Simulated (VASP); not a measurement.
An input for Ansatz (written as the equivalent of a VASP run, and not itself run):

Ansatz 0.2 input:
```yaml
crystal:
  lattice:
    - [3.6267228, -2.0929476, -0.0717628]
    - [3.6267228, 2.0929476, -0.0717628]
    - [2.4869891, 0.0000000, 3.3695061]
  atoms:
    - { symbol: Sb, position: [0.2505463, 0.2505463, 0.2505463] }
    - { symbol: Sb, position: [0.7494537, 0.7494537, 0.7494537] }
kpoints:
  mp_grid: { grid: [11, 11, 11] }
hamiltonian:
  xc: r2scan
  pseudopotentials: { kind: paw }
scf:
  occupations: { method: methfessel_paxton, width: 0.1 }
  max_iter: 100
relax:
  max_steps: 40
  f_tol: 0.02
  cell: { p_target: 20 }
output: { forces: true, stress: true, eigenvalues: true }
```

Question: Write the VASP files for the same calculation (r2SCAN).

Answer: One answer among several that fit: 
KPOINTS:
```
Automatic mesh
0
Gamma
11 11 11
0 0 0
```

File POSCAR:
```
Sb
1
    3.6267227937    -2.0929476041    -0.0717628236
    3.6267227937     2.0929476041    -0.0717628236
    2.4869890889    -0.0000000000     3.3695060876
Sb
2
Direct
  0.2505463291   0.2505463291   0.2505463322
  0.7494536709   0.7494536709   0.7494536678
```

INCAR:
```
ALGO  =  Normal
EDIFF  =  1E-6
EDIFFG  =  -0.02
ENCUT  =  500
IBRION  =  2
ISIF  =  3
ISMEAR  =  1
LASPH  =  T
LCHARG  =  F
LMAXMIX  =  4
LMIXTAU  =  T
LREAL  =  F
LWAVE  =  F
METAGGA  =  R2SCAN
NELM  =  100
NSW  =  40
PREC  =  Accurate
PSTRESS  =  200
SIGMA  =  0.1
SYSTEM  =  Sb
```

POTCAR, in this order: Sb (PBE.64 set). Program: vasp_std.

The two are equivalent in intent, not identical: each code has its own PAW files, so the cut-off isn't converted (ENCUT is set for VASP's; basis.ecutwfc is left out, and Ansatz then takes the one that its files recommend); Ansatz stops its SCF on the density residual and VASP on the energy change (EDIFF).

The compound is Sb in the a7 structure. This run relaxes it under an external pressure of 20 GPa. Symmetry was kept, so distortions that lower it aren't found.
